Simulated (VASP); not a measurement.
Calculation: PBEsol GGA, VASP's PBE PAW potentials (set 64) (plane waves; VASP 6.6.1). For the first row: Settings: 400 eV cut-off, 6×6×3 Γ-centred mesh, tetrahedra with Blöchl corrections, potentials Sn_d Ge_d Se.

| system | energy (eV/atom) |
|---|---|
| SnGeSe$_{2}$ (space group Pmc2_1) | -4.5507 |
| Sn (beta) | -4.2599 |
| Ge (diamond) | -4.9367 |
| Se (trig) | -3.8532 |

The references are the elements' solids at the same level; no temperature or zero-point terms are added.  Without a dispersion term in the relaxation, distances and binding between the weakly bound layers, chains or molecules are unreliable, and so is what depends on them.

Q: What is the formation energy per atom of SnGeSe2?

A: The references average (2×(-4.2599) + 2×(-4.9367) + 4×(-3.8532))/8 = -4.2257 eV, so the formation energy is -4.5507 − (-4.2257) = -0.325 eV/atom.
